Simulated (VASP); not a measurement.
# GePt under strain, part 2 of 4

Aim: follow the pressure of GePt through compression, expansion and shear. All runs use LDA. Left out of this account: 1 further run (fields: a reference on another mesh). The start is a cell from a database of measured crystal structures.

VASP 6.6.1; LDA; plane waves and PAW (Ge_d, Pt).

Still holding for the runs below: Spin-orbit coupling is off here; with elements this heavy it splits and shifts levels by tenths of an eV or more.

So far, pressure (GPa): step 2 (bands, cell as listed) -2.23.

## (3) Bands, volume times 1.04

The cell is expanded evenly, with fractional positions held.

INCAR

```
SYSTEM = GePt
PREC = Accurate
ENCUT = 410
EDIFF = 1E-06
NELM = 100
ISMEAR = -1
SIGMA = 0.05
LREAL = .FALSE.
ALGO = Normal
GGA = CA
NBANDS = 71
LASPH = .TRUE.
LORBIT = 11
LWAVE = .FALSE.
LCHARG = .FALSE.
KPAR = 8
```

POSCAR

```
GePt
1.0
    5.7942586304      0.0000000000      0.0000000000
    0.0000000000      3.7456503159      0.0000000000
    0.0000000000      0.0000000000      6.1640618128
Ge Pt
4 4
Direct
    0.1850000000      0.2500000000      0.5900000000
    0.3150000000      0.7500000000      0.0900000000
    0.6850000000      0.2500000000      0.9100000000
    0.8150000000      0.7500000000      0.4100000000
    0.9995000000      0.2500000000      0.1908000000
    0.5005000000      0.7500000000      0.6908000000
    0.4995000000      0.2500000000      0.3092000000
    0.0005000000      0.7500000000      0.8092000000
```

KPOINTS

```
Automatic mesh
0
Gamma
5 8 5
0 0 0
```

KPOINTS_OPT

```
Line mode
12
Line-mode
Reciprocal
  0.00000000   0.00000000   0.00000000 GAMMA
  0.00000000  -0.50000000   0.00000000 X

  0.00000000  -0.50000000   0.00000000 X
 -0.50000000  -0.50000000   0.00000000 S

 -0.50000000  -0.50000000   0.00000000 S
 -0.50000000   0.00000000   0.00000000 Y

 -0.50000000   0.00000000   0.00000000 Y
  0.00000000   0.00000000   0.00000000 GAMMA

  0.00000000   0.00000000   0.00000000 GAMMA
  0.00000000   0.00000000  -0.50000000 Z

  0.00000000   0.00000000  -0.50000000 Z
  0.00000000  -0.50000000  -0.50000000 U

  0.00000000  -0.50000000  -0.50000000 U
 -0.50000000  -0.50000000  -0.50000000 R

 -0.50000000  -0.50000000  -0.50000000 R
 -0.50000000   0.00000000  -0.50000000 T

 -0.50000000   0.00000000  -0.50000000 T
  0.00000000   0.00000000  -0.50000000 Z

 -0.50000000   0.00000000   0.00000000 Y
 -0.50000000   0.00000000  -0.50000000 T

  0.00000000  -0.50000000  -0.50000000 U
  0.00000000  -0.50000000   0.00000000 X

 -0.50000000  -0.50000000   0.00000000 S
 -0.50000000  -0.50000000  -0.50000000 R
```

Potentials, in the order of the species: Ge_d and Pt (LDA family, release 64).

Launch:

```sh
> mpirun -np 8 vasp_std
```

The program printed:

```text
[banner, memory and clock lines left out]
running    8 mpi-ranks, on    1 nodes
 distrk:  each k-point on    1 cores,    8 groups
 distr:  one band on    1 cores,    1 groups

 POSCAR found type information on POSCAR GePt
 POSCAR found :  2 types and       8 ions
 [... a notice as in an earlier step ...]

 LDA part: xc-table for (Slater(with rela. corr.)+CA(PZ))
 , standard interpolation
 POSCAR, INCAR and KPOINTS ok, starting setup
 FFT: planning ... GRIDC
 FFT: planning ... GRID_SOFT
 FFT: planning ... GRID
 WAVECAR not read
 entering main loop
       N       E                     dE             d eps       ncg     rms          rms(c)
DAV:   1     0.106949422875E+04    0.10695E+04   -0.33497E+04  9148   0.296E+03
DAV:   2     0.144412183308E+03   -0.92508E+03   -0.84577E+03  6390   0.871E+02
DAV:   3    -0.442678638980E+02   -0.18868E+03   -0.17898E+03  6773   0.191E+02
DAV:   4    -0.564324235620E+02   -0.12165E+02   -0.12015E+02  7405   0.567E+01
DAV:   5    -0.567294365673E+02   -0.29701E+00   -0.29684E+00  7047   0.935E+00    0.201E+01
DAV:   6    -0.549685365723E+02    0.17609E+01   -0.47808E+00  7659   0.103E+01    0.933E+00
DAV:   7    -0.547146812497E+02    0.25386E+00   -0.42635E-01  8672   0.567E+00    0.500E+00
DAV:   8    -0.546438583199E+02    0.70823E-01   -0.13117E-01  7884   0.161E+00    0.622E-01
DAV:   9    -0.546420917024E+02    0.17666E-02   -0.10307E-02  8656   0.861E-01    0.329E-01
DAV:  10    -0.546415602712E+02    0.53143E-03   -0.26020E-03  8836   0.396E-01    0.609E-02
DAV:  11    -0.546415458830E+02    0.14388E-04   -0.15596E-04  7054   0.913E-02    0.230E-02
DAV:  12    -0.546415450469E+02    0.83609E-06   -0.13243E-05  8773   0.294E-02    0.496E-03
DAV:  13    -0.546415449405E+02    0.10638E-06   -0.10640E-06  4792   0.761E-03
   1 F= -.54641545E+02 E0= -.54632599E+02  d E =-.178917E-01
 Start KPOINTS_OPT (optional k-point list driver)
k-point batch [1-45\144]
       N       E                     dE             ncg
DAV:   1     0.323110940564E+05   -0.45216E+05     9177
DAV:   2    -0.947305623996E+04   -0.41784E+05     6406
DAV:   3    -0.178818223868E+05   -0.84088E+04     6804
DAV:   4    -0.184186201061E+05   -0.53680E+03     7406
DAV:   5    -0.184321825534E+05   -0.13562E+02     7072
DAV:   6    -0.184327528468E+05   -0.57029E+00     8146
DAV:   7    -0.184327730280E+05   -0.20181E-01     7456
DAV:   8    -0.184327741484E+05   -0.11204E-02     8224
DAV:   9    -0.184327741973E+05   -0.48917E-04     5653
DAV:  10    -0.184327742000E+05   -0.26359E-05     4428
DAV:  11    -0.184327742004E+05   -0.43844E-06     4064
[...]
k-point batch [136-144\144]
       N       E                     dE             ncg
DAV:   1     0.743187227973E+05   -0.19251E+05     1824
DAV:   2     0.660176674958E+05   -0.83011E+04     1278
DAV:   3     0.643351103757E+05   -0.16826E+04     1373
DAV:   4     0.642258908415E+05   -0.10922E+03     1437
DAV:   5     0.642231055138E+05   -0.27853E+01     1398
DAV:   6     0.642229866870E+05   -0.11883E+00     1601
DAV:   7     0.642229825841E+05   -0.41029E-02     1510
DAV:   8     0.642229823846E+05   -0.19951E-03     1597
DAV:   9     0.642229823740E+05   -0.10578E-04     1111
DAV:  10     0.642229823735E+05   -0.49744E-06      843
```

Run time: 56 s. Hardware: 8 MPI ranks of Intel Xeon 6975P-C (Granite Rapids), shared host; peak memory 4 GiB; 7.4 min of CPU time.

Parts of OUTCAR (step 3):

```text
  LATTYP: Found a simple orthorhombic cell.
 ALAT       =     3.7456503159
 B/A-ratio  =     1.5469299432
 C/A-ratio  =     1.6456586421

 Found     45 irreducible k-points:

   dimension x,y,z NGX =    40 NGY =   28 NGZ =   42
   dimension x,y,z NGXF=    80 NGYF=   56 NGZF=   84

   ENCUT  =  410.0 eV  30.13 Ry    5.49 a.u.   9.57  6.18 10.18*2*pi/ulx,y,z

   NELECT =      96.0000    total number of electrons

 E-fermi :   8.9820

 k-point     1 :       0.0000    0.0000    0.0000
  band No.  band energies     occupation
    ...
     44       6.4287      2.00000
     45       6.6786      2.00000
     46       7.6385      2.00000
     47       7.6464      2.00000
     48       8.0892      2.00000
     49       9.6282      0.00000
     50       9.7438      0.00000
     51      11.9483      0.00000
     52      12.1482      0.00000
     53      12.3482      0.00000
    ...

 k-point     2 :       0.2000    0.0000    0.0000
  band No.  band energies     occupation
    ...
     44       6.4814      2.00000
     45       6.5452      2.00000
     46       7.3528      2.00000
     47       8.1212      2.00000
     48       8.3020      2.00000
     49       9.9373      0.00000
     50      10.3621      0.00000
     51      11.4701      0.00000
     52      11.8204      0.00000
     53      12.1653      0.00000
    ...

  Total       -7.5144869     -6.5397639     -7.6999115      0.0000000      0.0000000      0.0000000
  in kB      -89.9948838    -78.3214217    -92.2155636      0.0000000      0.0000000      0.0000000
  external PRESSURE =     -86.8439563 kB  Pullay stress =       0.0000000 kB

  energy-cutoff  :      410.00
  volume of cell :      133.78
      direct lattice vectors                 reciprocal lattice vectors
     5.794258630  0.000000000  0.000000000     0.172584633  0.000000000  0.000000000
     0.000000000  3.745650316  0.000000000     0.000000000  0.266976337  0.000000000
     0.000000000  0.000000000  6.164061813     0.000000000  0.000000000  0.162230690

 POSITION                                       TOTAL-FORCE (eV/Angst)
 -----------------------------------------------------------------------------------
      1.07194      0.93641      3.63680         0.139377     -0.000000     -0.078194
      1.82519      2.80924      0.55477        -0.139377     -0.000000     -0.078194
      3.96907      0.93641      5.60930         0.139377     -0.000000      0.078194
      4.72232      2.80924      2.52727        -0.139377     -0.000000      0.078194
      5.79136      0.93641      1.17610        -0.116342      0.000000      0.052672
      2.90003      2.80924      4.25813         0.116342      0.000000      0.052672
      2.89423      0.93641      1.90593        -0.116342      0.000000     -0.052672
      0.00290      2.80924      4.98796         0.116342      0.000000     -0.052672
 -----------------------------------------------------------------------------------
    total drift:                                0.000000     -0.000000      0.000000

  FREE ENERGIE OF THE ION-ELECTRON SYSTEM (eV)
  ---------------------------------------------------
  free  energy   TOTEN  =       -54.6415449405 eV

  energy  without entropy=      -54.6236532328  energy(sigma->0) =      -54.63259909

 total charge
# of ion       s       p       d       tot
------------------------------------------
    1        1.139   1.110  10.086  12.336
    2        1.139   1.110  10.086  12.336
    3        1.139   1.110  10.086  12.336
    4        1.139   1.110  10.086  12.336
    5        0.646   0.586   8.162   9.394
    6        0.646   0.586   8.162   9.394
    7        0.646   0.586   8.162   9.394
    8        0.646   0.586   8.162   9.394
--------------------------------------------------
tot          7.140   6.783  72.994  86.917

[... 4 parts as in an earlier step ...]

[... 6 further parts left out ...]
```

This step gave:

```yaml
free_energy_toten: -54.6415 eV
energy_at_zero_smearing: -54.6326 eV
fermi_energy: 8.982 eV
pressure: -8.684 GPa
```

Electronic bands along the path, in eV, zero at the Fermi level; # counts the bands kept, so #1 is VASP's band 23:

```tsv
point	#23	#24	#25	#26	#27	#28	#29	#30
Γ	-2.30	-1.34	-1.34	-0.89	0.65	0.76	2.97	3.17
0.45 of the way	-2.25	-1.08	-0.96	-0.57	0.59	0.87	1.19	1.88
X	-2.41	-2.41	-1.52	-1.52	-0.13	-0.13	1.98	1.98
0.55 of the way	-2.08	-2.08	-1.67	-1.67	0.18	0.18	1.18	1.18
S	-1.81	-1.81	-1.81	-1.81	0.58	0.58	0.58	0.58
0.55 of the way	-1.78	-1.78	-0.85	-0.85	0.51	0.51	2.12	2.12
Y	-2.33	-2.33	-0.01	-0.01	1.35	1.35	2.19	2.19
0.45 of the way	-2.47	-1.83	-0.77	-0.24	0.98	1.89	2.10	2.70
Γ	-2.30	-1.34	-1.34	-0.89	0.65	0.76	2.97	3.17
0.55 of the way	-1.88	-1.57	-0.73	-0.27	1.08	1.08	2.25	2.30
Z	-1.74	-1.74	0.01	0.01	1.09	1.09	1.76	1.76
0.45 of the way	-1.66	-1.66	-0.87	-0.87	0.58	0.58	2.28	2.28
U	-2.36	-2.36	-2.01	-2.01	0.51	0.51	0.95	0.95
0.45 of the way	-2.38	-2.38	-2.30	-2.30	1.36	1.36	1.47	1.47
R	-2.34	-2.34	-2.34	-2.34	2.40	2.40	2.40	2.40
0.45 of the way	-1.22	-1.22	-0.80	-0.80	0.56	0.56	1.68	1.68
T	-1.34	-1.34	0.71	0.71	1.75	1.75	2.62	2.62
0.45 of the way	-1.41	-1.41	-0.01	-0.01	1.68	1.68	1.85	1.85
Z	-1.74	-1.74	0.01	0.01	1.09	1.09	1.76	1.76
jump to Y	-2.33	-2.33	-0.01	-0.01	1.35	1.35	2.19	2.19
0.55 of the way	-1.95	-1.95	0.43	0.43	1.75	1.75	1.90	1.90
T	-1.34	-1.34	0.71	0.71	1.75	1.75	2.62	2.62
jump to U	-2.36	-2.36	-2.01	-2.01	0.51	0.51	0.95	0.95
0.45 of the way	-2.28	-2.28	-1.87	-1.87	0.07	0.07	0.98	0.98
X	-2.41	-2.41	-1.52	-1.52	-0.13	-0.13	1.98	1.98
jump to S	-1.81	-1.81	-1.81	-1.81	0.58	0.58	0.58	0.58
```

Of the projections kept (Ge, Pt), the largest for each band there; the rest of the weight can lie on other orbitals:

```tsv
point	#23	#24	#25	#26	#27	#28	#29	#30
Γ	Pt 0.69	Ge 0.60	Pt 0.82	Pt 0.85	Pt 0.82	Pt 0.63	Ge 0.66	Ge 0.73
X	Pt 0.88	Pt 0.88	Pt 0.74	Pt 0.74	Pt 0.85	Pt 0.85	Pt 0.57	Pt 0.57
S	Pt 0.85	Pt 0.85	Pt 0.85	Pt 0.85	Pt 0.74	Pt 0.74	Pt 0.74	Pt 0.74
Y	Pt 0.98	Pt 0.98	Pt 0.56	Pt 0.56	Pt 0.55	Pt 0.55	Ge 0.53	Ge 0.53
Γ	Pt 0.69	Ge 0.60	Pt 0.82	Pt 0.85	Pt 0.82	Pt 0.63	Ge 0.66	Ge 0.73
Z	Pt 0.75	Pt 0.75	Pt 0.80	Pt 0.80	Pt 0.56	Pt 0.56	Ge 0.59	Ge 0.59
```

Force by atom:

```tsv
atom	x (eV/Å)	y (eV/Å)	z (eV/Å)	size
Ge1	0.139	0.000	-0.078	0.160
Ge2	-0.139	0.000	-0.078	0.160
Ge3	0.139	0.000	0.078	0.160
Ge4	-0.139	0.000	0.078	0.160
Pt5	-0.116	0.000	0.053	0.128
Pt6	0.116	0.000	0.053	0.128
Pt7	-0.116	0.000	-0.053	0.128
Pt8	0.116	0.000	-0.053	0.128
```

 The pressure is -8.68 GPa.

For the pressure, step 2 gave -2.23 GPa; this run, with cell volume +4.0 %, gives -8.68 GPa.

## (4) Bands, volume times 1.08

The cell is expanded evenly, with fractional positions held.

INCAR is that of step 3.

Changes to POSCAR since step 3:

```diff
@@ -2,5 +2,5 @@
 1.0
-    5.7942586304      0.0000000000      0.0000000000
-    0.0000000000      3.7456503159      0.0000000000
-    0.0000000000      0.0000000000      6.1640618128
+    5.8676114634      0.0000000000      0.0000000000
+    0.0000000000      3.7930686449      0.0000000000
+    0.0000000000      0.0000000000      6.2420961957
 Ge Pt
```

KPOINTS is that of step 3.

KPOINTS_OPT is that of step 3.

Launch:

```sh
> mpirun -np 8 vasp_std
```

The program printed:

```text
[... set-up lines as in an earlier step ...]
 entering main loop
       N       E                     dE             d eps       ncg     rms          rms(c)
DAV:   1     0.106770472473E+04    0.10677E+04   -0.33527E+04  9129   0.293E+03
DAV:   2     0.143219396769E+03   -0.92449E+03   -0.84608E+03  6398   0.868E+02
DAV:   3    -0.436773489654E+02   -0.18690E+03   -0.17694E+03  6732   0.189E+02
DAV:   4    -0.560039442259E+02   -0.12327E+02   -0.12170E+02  7437   0.568E+01
DAV:   5    -0.563056825159E+02   -0.30174E+00   -0.30155E+00  7084   0.944E+00    0.183E+01
DAV:   6    -0.546227516246E+02    0.16829E+01   -0.49175E+00  7628   0.102E+01    0.857E+00
DAV:   7    -0.543625600656E+02    0.26019E+00   -0.45591E-01  8577   0.557E+00    0.468E+00
DAV:   8    -0.542919522546E+02    0.70608E-01   -0.13857E-01  7817   0.164E+00    0.653E-01
DAV:   9    -0.542900878092E+02    0.18644E-02   -0.10046E-02  8602   0.824E-01    0.345E-01
DAV:  10    -0.542894814861E+02    0.60632E-03   -0.28652E-03  8808   0.419E-01    0.567E-02
DAV:  11    -0.542894674377E+02    0.14048E-04   -0.16458E-04  7044   0.932E-02    0.221E-02
DAV:  12    -0.542894663057E+02    0.11320E-05   -0.14552E-05  8783   0.308E-02    0.523E-03
DAV:  13    -0.542894662312E+02    0.74540E-07   -0.11097E-06  4806   0.722E-03
   1 F= -.54289466E+02 E0= -.54279391E+02  d E =-.201506E-01
 Start KPOINTS_OPT (optional k-point list driver)
k-point batch [1-45\144]
       N       E                     dE             ncg
DAV:   1     0.305812100664E+05   -0.45851E+05     9084
DAV:   2    -0.113326948374E+05   -0.41914E+05     6390
DAV:   3    -0.197269639333E+05   -0.83943E+04     6763
DAV:   4    -0.202789385882E+05   -0.55197E+03     7389
DAV:   5    -0.202928535026E+05   -0.13915E+02     7019
DAV:   6    -0.202934313679E+05   -0.57787E+00     8254
DAV:   7    -0.202934510159E+05   -0.19648E-01     7267
DAV:   8    -0.202934521586E+05   -0.11427E-02     8496
DAV:   9    -0.202934522102E+05   -0.51571E-04     5555
DAV:  10    -0.202934522130E+05   -0.27740E-05     4338
DAV:  11    -0.202934522135E+05   -0.49348E-06     4035
[...]
k-point batch [136-144\144]
       N       E                     dE             ncg
DAV:   1     0.715121491746E+05   -0.18493E+05     1775
DAV:   2     0.630924339876E+05   -0.84197E+04     1286
DAV:   3     0.614038284127E+05   -0.16886E+04     1365
DAV:   4     0.612932150214E+05   -0.11061E+03     1405
DAV:   5     0.612903719309E+05   -0.28431E+01     1413
DAV:   6     0.612902532787E+05   -0.11865E+00     1585
DAV:   7     0.612902488071E+05   -0.44716E-02     1493
DAV:   8     0.612902485718E+05   -0.23532E-03     1644
DAV:   9     0.612902485623E+05   -0.94418E-05     1069
DAV:  10     0.612902485618E+05   -0.50339E-06      840
```

Elapsed: 57 s, on 8 MPI ranks; peak memory 4 GiB.

Parts of OUTCAR (step 4):

```text
  LATTYP: Found a simple orthorhombic cell.
 ALAT       =     3.7930686449
 B/A-ratio  =     1.5469299432
 C/A-ratio  =     1.6456586421

 Found     45 irreducible k-points:

   ENCUT  =  410.0 eV  30.13 Ry    5.49 a.u.   9.69  6.26 10.31*2*pi/ulx,y,z

   NELECT =      96.0000    total number of electrons

 E-fermi :   8.3804

 k-point     1 :       0.0000    0.0000    0.0000
  band No.  band energies     occupation
    ...
     44       5.9766      2.00000
     45       6.2357      2.00000
     46       7.1248      2.00000
     47       7.1897      2.00000
     48       7.5686      2.00000
     49       9.0073      0.00001
     50       9.0264      0.00000
     51      11.3180      0.00000
     52      11.5177      0.00000
     53      11.7126      0.00000
    ...

 k-point     2 :       0.2000    0.0000    0.0000
  band No.  band energies     occupation
    ...
     44       6.0250      2.00000
     45       6.0992      2.00000
     46       6.8454      2.00000
     47       7.5778      2.00000
     48       7.8189      1.99997
     49       9.2101      0.00000
     50       9.7627      0.00000
     51      10.8092      0.00000
     52      11.1950      0.00000
     53      11.5262      0.00000
    ...

  Total      -12.1847303    -11.0687844    -12.2463455     -0.0000000      0.0000000      0.0000000
  in kB     -140.5218939   -127.6521113   -141.2324789     -0.0000000      0.0000000      0.0000000
  external PRESSURE =    -136.4688280 kB  Pullay stress =       0.0000000 kB

  energy-cutoff  :      410.00
  volume of cell :      138.93
      direct lattice vectors                 reciprocal lattice vectors
     5.867611463  0.000000000  0.000000000     0.170427099  0.000000000  0.000000000
     0.000000000  3.793068645  0.000000000     0.000000000  0.263638783  0.000000000
     0.000000000  0.000000000  6.242096196     0.000000000  0.000000000  0.160202594

 POSITION                                       TOTAL-FORCE (eV/Angst)
 -----------------------------------------------------------------------------------
      1.08551      0.94827      3.68284         0.209036     -0.000000     -0.076612
      1.84830      2.84480      0.56179        -0.209036     -0.000000     -0.076612
      4.01931      0.94827      5.68031         0.209036      0.000000      0.076612
      4.78210      2.84480      2.55926        -0.209036     -0.000000      0.076612
      5.86468      0.94827      1.19099        -0.208467      0.000000      0.107455
      2.93674      2.84480      4.31204         0.208467      0.000000      0.107455
      2.93087      0.94827      1.93006        -0.208467      0.000000     -0.107455
      0.00293      2.84480      5.05110         0.208467      0.000000     -0.107455
 -----------------------------------------------------------------------------------
    total drift:                                0.000000     -0.000000      0.000000

  FREE ENERGIE OF THE ION-ELECTRON SYSTEM (eV)
  ---------------------------------------------------
  free  energy   TOTEN  =       -54.2894662312 eV

  energy  without entropy=      -54.2693156388  energy(sigma->0) =      -54.27939093

 total charge
# of ion       s       p       d       tot
------------------------------------------
    1        1.145   1.069  10.073  12.287
    2        1.145   1.069  10.073  12.287
    3        1.145   1.069  10.073  12.287
    4        1.145   1.069  10.073  12.287
    5        0.632   0.541   8.140   9.313
    6        0.632   0.541   8.140   9.313
    7        0.632   0.541   8.140   9.313
    8        0.632   0.541   8.140   9.313
--------------------------------------------------
tot          7.106   6.439  72.853  86.397

[... 5 parts as in an earlier step ...]

[... 6 further parts left out ...]
```

Numbers from this step:

* free energy (TOTEN): -54.2895 eV
* energy at zero smearing: -54.2794 eV
* Fermi energy: 8.380 eV
* pressure: -13.65 GPa

The electronic bands at the labelled points (eV, zero at the Fermi level; # counts the bands kept, so #1 is VASP's band 23):

```tsv
point	#23	#24	#25	#26	#27	#28	#29	#30
Γ	-2.14	-1.26	-1.19	-0.81	0.63	0.65	2.94	3.14
0.55 of the way	-2.16	-0.91	-0.90	-0.46	0.38	0.71	1.02	1.93
X	-2.27	-2.27	-1.40	-1.40	-0.12	-0.12	1.90	1.90
0.55 of the way	-1.95	-1.95	-1.53	-1.53	0.14	0.14	1.13	1.13
S	-1.70	-1.70	-1.70	-1.70	0.54	0.54	0.54	0.54
0.45 of the way	-1.63	-1.63	-0.97	-0.97	0.45	0.45	1.70	1.70
Y	-2.19	-2.19	-0.03	-0.03	1.39	1.39	2.12	2.12
0.45 of the way	-2.32	-1.72	-0.72	-0.15	0.87	1.89	2.05	2.67
Γ	-2.14	-1.26	-1.19	-0.81	0.63	0.65	2.94	3.14
0.45 of the way	-1.63	-1.53	-0.73	-0.42	0.87	1.05	2.35	2.47
Z	-1.62	-1.62	0.02	0.02	1.12	1.12	1.66	1.66
0.45 of the way	-1.54	-1.54	-0.82	-0.82	0.58	0.58	2.23	2.23
U	-2.22	-2.22	-1.87	-1.87	0.52	0.52	0.84	0.84
0.45 of the way	-2.24	-2.24	-2.16	-2.16	1.26	1.26	1.47	1.47
R	-2.20	-2.20	-2.20	-2.20	2.33	2.33	2.33	2.33
0.55 of the way	-0.95	-0.95	-0.20	-0.20	0.40	0.40	1.41	1.41
T	-1.29	-1.29	0.72	0.72	1.69	1.69	2.57	2.57
0.55 of the way	-1.38	-1.38	-0.06	-0.06	1.52	1.52	1.75	1.75
Z	-1.62	-1.62	0.02	0.02	1.12	1.12	1.66	1.66
jump to Y	-2.19	-2.19	-0.03	-0.03	1.39	1.39	2.12	2.12
0.45 of the way	-1.98	-1.98	0.28	0.28	1.76	1.76	1.79	1.79
T	-1.29	-1.29	0.72	0.72	1.69	1.69	2.57	2.57
jump to U	-2.22	-2.22	-1.87	-1.87	0.52	0.52	0.84	0.84
0.55 of the way	-2.11	-2.11	-1.67	-1.67	-0.03	-0.03	1.02	1.02
X	-2.27	-2.27	-1.40	-1.40	-0.12	-0.12	1.90	1.90
jump to S	-1.70	-1.70	-1.70	-1.70	0.54	0.54	0.54	0.54
```

Of the projections kept (Ge, Pt), the largest for each band there; the rest of the weight can lie on other orbitals:

```tsv
point	#23	#24	#25	#26	#27	#28	#29	#30
Γ	Pt 0.69	Pt 0.83	Ge 0.61	Pt 0.85	Pt 0.64	Pt 0.83	Ge 0.67	Ge 0.74
X	Pt 0.89	Pt 0.89	Pt 0.75	Pt 0.75	Pt 0.85	Pt 0.85	Pt 0.57	Pt 0.57
S	Pt 0.85	Pt 0.85	Pt 0.85	Pt 0.85	Pt 0.74	Pt 0.74	Pt 0.74	Pt 0.74
Y	Pt 0.98	Pt 0.98	Pt 0.57	Pt 0.57	Pt 0.54	Pt 0.54	Ge 0.53	Ge 0.53
Γ	Pt 0.69	Pt 0.83	Ge 0.61	Pt 0.85	Pt 0.64	Pt 0.83	Ge 0.67	Ge 0.74
Z	Pt 0.76	Pt 0.76	Pt 0.80	Pt 0.80	Pt 0.56	Pt 0.56	Ge 0.58	Ge 0.58
```

Force by atom:

```tsv
atom	x (eV/Å)	y (eV/Å)	z (eV/Å)	size
Ge1	0.209	0.000	-0.077	0.223
Ge2	-0.209	0.000	-0.077	0.223
Ge3	0.209	0.000	0.077	0.223
Ge4	-0.209	0.000	0.077	0.223
Pt5	-0.208	0.000	0.107	0.235
Pt6	0.208	0.000	0.107	0.235
Pt7	-0.208	0.000	-0.107	0.235
Pt8	0.208	0.000	-0.107	0.235
```

 The pressure is -13.65 GPa.

Between step 2 and this run (cell volume +8.0 %) the value for the pressure moves from -2.23 GPa to -13.6 GPa.

(Continued in part 3 of 4.)

[Lines on the potential files, build, host, timing and source positions are cut from VASP's logs without a mark.]

[Logs are printed without paths, hosts, clocks, repeated set-up lines and the standing remarks that a program may print on its own settings, such as how far it seeks lower states.]

[Hosts, paths, dates, database ids (printed as entryN), source tags and the programs' standing remarks are cut or masked in the printed files.]

[A measured line is paired with the nearest computed mode of its activity, which favours agreement.]
